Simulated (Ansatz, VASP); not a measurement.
# Cross-check of SrTlBr3 between VASP and Ansatz, part 2 of 2

Wanted: the spread between two codes on one cell, functional and k mesh. The cell is invented: As first built, before any earlier steps moved the atoms: it takes the RbSrCl3 structure with some of its atoms replaced by other elements, volume scaled by an estimate. It may not be a known or stable phase. The cell is taken from a series of runs on this material, whose earlier steps may have relaxed or scaled it; both programs get it as it stands.

VASP 6.6.1 and Ansatz 0.2.0.

So far. Step 2 (Ansatz: electric field gradients, BLYP): The run ends at a pressure of 0.02 GPa.

### Step 3. VASP: electric field gradients, BLYP

Level of this step: BLYP; plane waves and PAW (Tl_d_GW, Sr_sv_GW, Br_GW); invented cell (VASP).

The same cell, functional (in two slightly different forms), mesh and smearing now go to VASP, with its own data sets and cutoff.

Lines of VASP's logs that name or quote its potential files are left out, and so is its time.

INCAR reads:

```
SYSTEM = SrTlBr3
PREC = Accurate
ENCUT = 520
EDIFF = 1E-06
NELM = 100
ISMEAR = 0
SIGMA = 0.05
LREAL = .FALSE.
ALGO = Normal
GGA = B5
ALDAX = 1
AGGAX = 1
AGGAC = 1
ALDAC = 0
NBANDS = 29
LORBIT = 11
LWAVE = .FALSE.
LCHARG = .FALSE.
KPAR = 2
ISIF = 2
LEFG = .TRUE.
LASPH = .TRUE.
```

POSCAR reads:

```
SrTlBr3
1.0
    6.0756620906      0.0000000000      0.0000000000
    0.0000000000      6.0756620906      0.0000000000
    0.0000000000      0.0000000000      6.0756620906
Tl Sr Br
1 1 3
Direct
    0.5000000000      0.5000000000      0.5000000000
    0.0000000000      0.0000000000      0.0000000000
    0.5000000000      0.0000000000      0.0000000000
    0.0000000000      0.5000000000      0.0000000000
    0.0000000000      0.0000000000      0.5000000000
```

KPOINTS reads:

```
Automatic mesh
0
Gamma
4 4 4
0 0 0
```

The projector-augmented-wave data sets are Tl_d_GW, Sr_sv_GW and Br_GW (PBE family, release 64).

Run with:

```
$ mpirun -np 2 vasp_std
```

Numbers of over 12 decimals in the logs are rounded to 6 here.

Output:

```text
[banner, memory and clock lines left out]
running    2 mpi-ranks, on    1 nodes
 distrk:  each k-point on    1 cores,    2 groups
 distr:  one band on    1 cores,    1 groups

 POSCAR found type information on POSCAR TlSrBr
 POSCAR found :  3 types and       5 ions
|                                                                             |
|               ----> ADVICE to this user running VASP <----                  |
|                                                                             |
|     You enforced a specific xc type in the INCAR file but a different       |
|     [... a line on the potential file left out ...]
|     I HOPE YOU KNOW WHAT YOU ARE DOING!                                     |
|                                                                             |

 LDA part: xc-table for (Slater(with rela. corr.)+VWN5), standard interpolation
 POSCAR, INCAR and KPOINTS ok, starting setup
 FFT: planning ... GRIDC
 FFT: planning ... GRID_SOFT
 FFT: planning ... GRID
 WAVECAR not read
 entering main loop
       N       E                     dE             d eps       ncg     rms          rms(c)
DAV:   1     0.402954041072E+03    0.40295E+03   -0.21289E+04   785   0.141E+03
DAV:   2     0.290166397575E+02   -0.37394E+03   -0.35282E+03   841   0.353E+02
DAV:   3    -0.201146815727E+02   -0.49131E+02   -0.48248E+02   864   0.125E+02
DAV:   4    -0.219272441723E+02   -0.18126E+01   -0.18098E+01   772   0.228E+01
DAV:   5    -0.220558441808E+02   -0.12860E+00   -0.12858E+00   954   0.745E+00    0.132E+01
DAV:   6    -0.203847728444E+02    0.16711E+01   -0.25605E+00   796   0.110E+01    0.131E+01
DAV:   7    -0.200045123512E+02    0.38026E+00   -0.15168E+00   699   0.602E+00    0.749E+00
DAV:   8    -0.199653496971E+02    0.39163E-01   -0.18636E-01   728   0.314E+00    0.130E+00
DAV:   9    -0.199563164967E+02    0.90332E-02   -0.51600E-02   777   0.121E+00    0.146E+00
DAV:  10    -0.199580291043E+02   -0.17126E-02   -0.51892E-03   653   0.493E-01    0.200E+00
DAV:  11    -0.199553080816E+02    0.27210E-02   -0.79948E-03   667   0.630E-01    0.516E-01
DAV:  12    -0.199553518628E+02   -0.43781E-04   -0.44760E-04   843   0.124E-01    0.232E-01
DAV:  13    -0.199553575734E+02   -0.57105E-05   -0.29249E-05   772   0.291E-02    0.156E-01
DAV:  14    -0.199553604858E+02   -0.29125E-05   -0.15414E-05   689   0.260E-02    0.233E-02
DAV:  15    -0.199553605998E+02   -0.11392E-06   -0.95659E-07   538   0.614E-03
ion   1
     0.0000000     0.0000000     0.0000000    -0.0000000    -0.0000000    -0.0000000
     0.0000685     0.0000000     0.0000000    -0.0000000    -0.0000000    -0.0000000
     0.0000943     0.0000000     0.0000000    -0.0000000    -0.0000000    -0.0000000
     0.0001298     0.0000000     0.0000000    -0.0000000    -0.0000000    -0.0000000
     0.0001788     0.0000000     0.0000000    -0.0000000    -0.0000000    -0.0000000

     0.0000000     0.0000000     0.0000000    -0.0000000    -0.0000000    -0.0000000
     0.0000685     0.0000000     0.0000000    -0.0000000    -0.0000000    -0.0000000
     0.0000943     0.0000000     0.0000000    -0.0000000    -0.0000000    -0.0000000
     0.0001298     0.0000000     0.0000000    -0.0000000    -0.0000000    -0.0000000
     0.0001788     0.0000000     0.0000000    -0.0000000    -0.0000000    -0.0000000

ion   2
     0.0000000     0.0000000    -0.0000000    -0.0000000     0.0000000    -0.0000000
     0.0000516     0.0000000    -0.0000000    -0.0000000     0.0000000    -0.0000000
     0.0000711     0.0000000    -0.0000000    -0.0000000     0.0000000    -0.0000000
     0.0000979     0.0000000    -0.0000000    -0.0000000     0.0000000    -0.0000000
     0.0001348     0.0000000    -0.0000000    -0.0000000     0.0000000    -0.0000000

     0.0000000     0.0000000     0.0000000    -0.0000000     0.0000000    -0.0000000
     0.0000516     0.0000000     0.0000000    -0.0000000     0.0000000    -0.0000000
     0.0000711     0.0000000     0.0000000    -0.0000000     0.0000000    -0.0000000
     0.0000979     0.0000000     0.0000000    -0.0000000     0.0000000    -0.0000000
     0.0001348     0.0000000     0.0000000    -0.0000000     0.0000000    -0.0000000

ion   3
     0.0000000    -0.0000000    -0.0000000     0.1907673    -0.0000000    -0.3304187
     0.0000501    -0.0000000    -0.0000000     0.1907673    -0.0000000    -0.3304187
     0.0000689    -0.0000000    -0.0000000     0.1907673    -0.0000000    -0.3304187
     0.0000949    -0.0000000    -0.0000000     0.1907673    -0.0000000    -0.3304187
     0.0001307    -0.0000000    -0.0000000     0.1907673    -0.0000000    -0.3304187

     0.0000000    -0.0000000    -0.0000000    19.2498472    -0.0000000   -33.3417133
     0.0000501    -0.0000000    -0.0000000    19.2490034    -0.0000000   -33.3402518
     0.0000689    -0.0000000    -0.0000000    19.2485395    -0.0000000   -33.3394484
     0.0000949    -0.0000000    -0.0000000    19.2477932    -0.0000000   -33.3381558
     0.0001307    -0.0000000    -0.0000000    19.2465987    -0.0000000   -33.3360869

ion   4
     0.0000000     0.0000000     0.0000000     0.1907673     0.0000000     0.3304187
     0.0000501     0.0000000     0.0000000     0.1907673     0.0000000     0.3304187
     0.0000689     0.0000000     0.0000000     0.1907673     0.0000000     0.3304187
     0.0000949     0.0000000     0.0000000     0.1907673     0.0000000     0.3304187
     0.0001307     0.0000000     0.0000000     0.1907673     0.0000000     0.3304187

     0.0000000     0.0000000     0.0000000    19.2498472     0.0000000    33.3417133
     0.0000501     0.0000000     0.0000000    19.2490034     0.0000000    33.3402518
     0.0000689     0.0000000     0.0000000    19.2485395     0.0000000    33.3394484
     0.0000949     0.0000000     0.0000000    19.2477932     0.0000000    33.3381558
     0.0001307     0.0000000     0.0000000    19.2465987     0.0000000    33.3360869

ion   5
     0.0000000    -0.0000000     0.0000000    -0.3815347     0.0000000    -0.0000000
     0.0000501    -0.0000000     0.0000000    -0.3815347     0.0000000    -0.0000000
     0.0000689    -0.0000000     0.0000000    -0.3815347     0.0000000    -0.0000000
     0.0000949    -0.0000000     0.0000000    -0.3815346     0.0000000    -0.0000000
     0.0001307    -0.0000000     0.0000000    -0.3815346     0.0000000    -0.0000000

     0.0000000    -0.0000000     0.0000000   -38.4996943     0.0000000    -0.0000000
     0.0000501    -0.0000000     0.0000000   -38.4980067     0.0000000    -0.0000000
     0.0000689    -0.0000000     0.0000000   -38.4970790     0.0000000    -0.0000000
     0.0000949    -0.0000000     0.0000000   -38.4955865     0.0000000    -0.0000000
     0.0001307    -0.0000000     0.0000000   -38.4931974     0.0000000    -0.0000000

   1 F= -.19955361E+02 E0= -.19955361E+02  d E =-.181168E-50
```

Parts of OUTCAR (step 3):

```text
ion  position               nearest neighbor table
   1  0.500  0.500  0.500-
   2  0.000  0.000  0.000-   3 3.04   4 3.04   5 3.04   5 3.04   4 3.04   3 3.04
   3  0.500  0.000  0.000-   2 3.04   2 3.04
   4  0.000  0.500  0.000-   2 3.04   2 3.04
   5  0.000  0.000  0.500-   2 3.04   2 3.04

  LATTYP: Found a simple cubic cell.
 ALAT       =     6.0756620906

 Subroutine GETGRP returns: Found 48 space group operations
 (whereof 48 operations were pure point group operations)

The static configuration has the point symmetry O_h .

 Found     10 irreducible k-points:

   k-points           NKPTS =     10   k-points in BZ     NKDIM =     10   number of bands    NBANDS=     29

   dimension x,y,z NGX =    48 NGY =   48 NGZ =   48
   dimension x,y,z NGXF=    96 NGYF=   96 NGZF=   96

   ENCUT  =  520.0 eV  38.22 Ry    6.18 a.u.  11.30 11.30 11.30*2*pi/ulx,y,z

   NELECT =      46.0000    total number of electrons

 k-points in reciprocal lattice and weights: Automatic mesh
   0.00000000  0.00000000  0.00000000       0.016
   0.25000000  0.00000000  0.00000000       0.094
   0.50000000  0.00000000  0.00000000       0.047
   0.25000000  0.25000000  0.00000000       0.188
   0.50000000  0.25000000  0.00000000       0.188
   0.50000000  0.50000000  0.00000000       0.047
   0.25000000  0.25000000  0.25000000       0.125
   0.50000000  0.25000000  0.25000000       0.188
   0.50000000  0.50000000  0.25000000       0.094
   0.50000000  0.50000000  0.50000000       0.016

 average (electrostatic) potential at core
       1 -54.0647       2 -60.9705       3 -64.1264       4 -64.1264       5 -64.1264

 E-fermi :  -0.5144

 k-point     1 :       0.0000    0.0000    0.0000
  band No.  band energies     occupation
    ...
     19      -1.4424      2.00000
     20      -1.4424      2.00000
     21      -1.3342      2.00000
     22      -1.3342      2.00000
     23      -1.3342      2.00000
     24       3.0801      0.00000
     25       3.0801      0.00000
     26       3.0801      0.00000
     27       4.2925      0.00000
     28       4.2975      0.00000
    ...

 k-point     2 :       0.2500    0.0000    0.0000
  band No.  band energies     occupation
    ...
     19      -1.5537      2.00000
     20      -1.5471      2.00000
     21      -1.4793      2.00000
     22      -1.3532      2.00000
     23      -1.3532      2.00000
     24       2.4050      0.00000
     25       2.9167      0.00000
     26       2.9167      0.00000
     27       4.3415      0.00000
     28       4.8030      0.00000
    ...

 k-point     3 :       0.5000    0.0000    0.0000
  band No.  band energies     occupation
    ...
     19      -1.7376      2.00000
     20      -1.5938      2.00000
     21      -1.5152      2.00000
     22      -1.3437      2.00000
     23      -1.3437      2.00000
     24       1.9554      0.00000
     25       2.7797      0.00000
     26       2.7797      0.00000
     27       4.3883      0.00000
     28       5.2864      0.00000
    ...

  Total        0.0126754      0.0126754      0.0126754      0.0000000      0.0000000      0.0000000
  in kB        0.0905508      0.0905508      0.0905508      0.0000000      0.0000000      0.0000000
  external PRESSURE =       0.0905508 kB  Pullay stress =       0.0000000 kB

  energy-cutoff  :      520.00
  volume of cell :      224.27
      direct lattice vectors                 reciprocal lattice vectors
     6.075662091  0.000000000  0.000000000     0.164591115  0.000000000  0.000000000
     0.000000000  6.075662091  0.000000000     0.000000000  0.164591115  0.000000000
     0.000000000  0.000000000  6.075662091     0.000000000  0.000000000  0.164591115

 POSITION                                       TOTAL-FORCE (eV/Angst)
 -----------------------------------------------------------------------------------
      3.03783      3.03783      3.03783         0.000000      0.000000      0.000000
      0.00000      0.00000      0.00000         0.000000      0.000000      0.000000
      3.03783      0.00000      0.00000         0.000000      0.000000      0.000000
      0.00000      3.03783      0.00000         0.000000      0.000000      0.000000
      0.00000      0.00000      3.03783         0.000000      0.000000      0.000000
 -----------------------------------------------------------------------------------
    total drift:                                0.000000     -0.000000      0.000000

  FREE ENERGIE OF THE ION-ELECTRON SYSTEM (eV)
  ---------------------------------------------------
  free  energy   TOTEN  =       -19.9553605998 eV

  energy  without entropy=      -19.9553605998  energy(sigma->0) =      -19.95536060

 Electric field gradients after diagonalization (V/A^2)
 (convention: |V_zz| > |V_xx| > |V_yy|)
----------------------------------------------------------------------
 ion       V_xx      V_yy      V_zz     asymmetry (V_yy - V_xx)/ V_zz
----------------------------------------------------------------------
   1      -0.000    -0.000    -0.000      -0.029
   2       0.000     0.000    -0.000       0.111
   3     -24.583   -24.583    49.166       0.000
   4     -24.583   -24.583    49.166       0.000
   5     -24.583   -24.583    49.166       0.000
----------------------------------------------------------------------

 total charge
# of ion       s       p       d       f       tot
--------------------------------------------------
    1        3.345   0.037   9.660   0.001  13.043
    2        2.502   5.903   0.257   0.022   8.684
    3        1.609   3.259   0.002   0.000   4.870
    4        1.609   3.259   0.002   0.000   4.870
    5        1.609   3.259   0.002   0.000   4.870
--------------------------------------------------
tot         10.675  15.718   9.922   0.022  36.338

[... 3 further parts left out ...]
```

The run ends at a pressure of 0.01 GPa.

### Step 4. Side by side

Known differences besides the PAW data sets themselves: the data sets hold 44 valence electrons in Ansatz (default PAW (the set named soft_2) files) and 46 in VASP; the cutoff is 420 eV in Ansatz and 520 eV in VASP; Ansatz makes its cores anew for this functional, VASP keeps those of its PBE data sets; Ansatz adds the response of the frozen cores to the gradients, VASP leaves it out; VASP's log shows a relativistic correction to its local exchange, Ansatz's none. Total energies have different zeros and are not compared.

Compared:

| quantity | Ansatz | VASP | difference |
| --- | --- | --- | --- |
| pressure (GPa) | 0.02 | 0.01 | +0.01 |
| gap on the k mesh (eV) | 2.995 | 2.997 | -0.002 |
| Vzz at Br3 (V/Å²) | 50.6 | 49.2 | +1.4 |
| Vzz at Br4 (V/Å²) | 50.6 | 49.2 | +1.4 |
| Vzz at Br5 (V/Å²) | 50.6 | 49.2 | +1.4 |

Ansatz's pressure holds a Pulay correction of 0.01 GPa; VASP's holds none.

### Step 5. Summary of results

```
difference in Vzz at Br3 (electric field gradients, BLYP) : 1.4 V/Å²
```

What this shows: The difference in Vzz at Br3 is 1.4 V/Å² (electric field gradients, BLYP). Differences of this kind measure data sets and numerical settings, not the functional's error against experiment.

[Lines on the potential files, build, host, timing and source positions are cut from VASP's logs without a mark.]

[Logs are printed without paths, hosts, clocks, repeated set-up lines and the standing remarks that a program may print on its own settings, such as how far it seeks lower states.]

[Hosts, paths, dates, database ids (printed as entryN), source tags and the programs' standing remarks are cut or masked in the printed files.]
